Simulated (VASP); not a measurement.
**TaSbSe: relaxation of cell and atoms with PBEsol**

TaSbSe:

```
Ta Sb Se
1.0
     3.62961    0.00000    0.00000
     0.00000    3.62961    0.00000
     0.00000    0.00000    5.63455
Ta Sb Se
1 1 1
Cartesian
  0.0000 0.0000 0.0000
  0.0000 0.0000 2.8173
  1.8148 1.8148 0.0000
```

The cell was built by a generator and needn't be a form met in nature.

```
Program                : VASP 6.6.1
Task                   : relaxation of cell and atoms
Functional             : PBEsol
Potentials or basis    : VASP PAW PBE potentials, release 64 (Ta_pv, Sb, Se)
Cutoff                 : 600 eV
k mesh                 : 7 × 7 × 5
Occupations            : fermi-dirac, width 0.05 eV
Spin                   : no spin polarisation
Further INCAR settings : ALGO = Normal; EDIFF = 1e-06; IBRION = 2; EDIFFG = -0.01; NSW = 60; ISIF = 3
```

```json
{
  "Relaxed volume": "23.82 Å³/atom",
  "Relaxed cell": "a = 3.580 Å, b = 3.580 Å, c = 5.575 Å, α = 90.00°, β = 90.00°, γ = 90.00°",
  "Space group after relaxing (to 0.05 Å)": "P4/mmm (No. 123)",
  "Energy gained by relaxing": "11.2 meV/atom",
  "Ionic steps": "5",
  "Pressure after relaxing": "0.0 GPa",
  "Band gap on the k mesh": "none (metal or under the smearing width)"
}
```

Step by step:
```
step  energy change (eV)  largest force (eV/Å)  pressure (GPa)  volume (Å³)
   1              0.0000                0.0000           -3.69        74.23
   2              0.0165                0.0000            5.28        68.28
   3             -0.0337                0.0000           -0.03        71.46
   4             -0.0337                0.0000            0.05        71.40
   5             -0.0337                0.0000           -0.04        71.47
```

Final structure:
```
Ta Sb Se
1.0
     3.58033    0.00000    0.00000
     0.00000    3.58033    0.00000
     0.00000    0.00000    5.57530
Ta Sb Se
1 1 1
Direct
  0.00000 0.00000 0.00000
  0.00000 0.00000 0.50000
  0.50000 0.50000 0.00000
```

Levels at points of the mesh, in eV from the Fermi level:
| k point | band 9 | band 10 | band 11 | band 12 | band 13 | band 14 |
| --- | --- | --- | --- | --- | --- | --- |
| (0.00, 0.00, 0.00) | -2.77 | -0.40 | 0.31 | 0.31 | 0.70 | 1.27 |

Wall time 77 s on 1 thread of Intel(R) Xeon(R) Platinum 8488C (Sapphire Rapids), on a shared host, peak memory 0.24 GiB.

Caveat: the PAW data sets were made with another functional, which shifts forces and pressure a little. The run has no spin-orbit coupling, so splittings on Sb, Ta are missing.
